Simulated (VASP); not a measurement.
These are PBE GGA, VASP's PBE PAW potentials (set 64) (plane waves; VASP 6.6.1) values and carry that method's errors.

Input for VASP

POSCAR:
```
Lu
1
    1.7526270000    -2.9677810000     0.0000000000
    1.7526270000     2.9677810000     0.0000000000
    0.0000000000     0.0000000000     5.6443610000
Lu
2
Direct
  0.3333330000   0.6666670000   0.2500000000
  0.6857080000   0.3523740000   0.7500000000
```

**KPOINTS**
```
Automatic mesh
0
Gamma
11 11 6
0 0 0
```

INCAR:
```
ALGO = Normal
AMIX = 1.0
BMIX = 1.0
EDIFF = 1E-6
ENCUT = 400
GGA = PE
IMIX = 1
ISIF = 2
ISMEAR = 1
LASPH = .TRUE.
LCHARG = .FALSE.
LMAXMIX = 6
LREAL = .FALSE.
LWAVE = .FALSE.
NELM = 100
PREC = Accurate
SIGMA = 0.1
SYSTEM = Lu
```

POTCAR, in this order: Lu_3 (PBE.64 set). Program: vasp_std.

### Question
What will the output report for the number of irreducible k-points (NKPTS), number of bands (NBANDS), largest plane-wave count, number of space-group operations, FFT grid (NGX, NGY, NGZ)?

### Answer

```json
{
  "number of irreducible k-points (NKPTS)": "244",
  "number of bands (NBANDS)": "13",
  "largest_plane_wave_count": "1091",
  "number_of_space_group_operations": "4",
  "FFT grid (NGX, NGY, NGZ)": "24 × 24 × 40"
}
```

The compound is Lu in the hcp structure. The cell was not relaxed at this level, atoms are displaced from their ideal sites. The run is one of a series of settings (AMIX = 1.0, BMIX = 1.0, IMIX = 1 against the base run), some of them coarse on purpose.
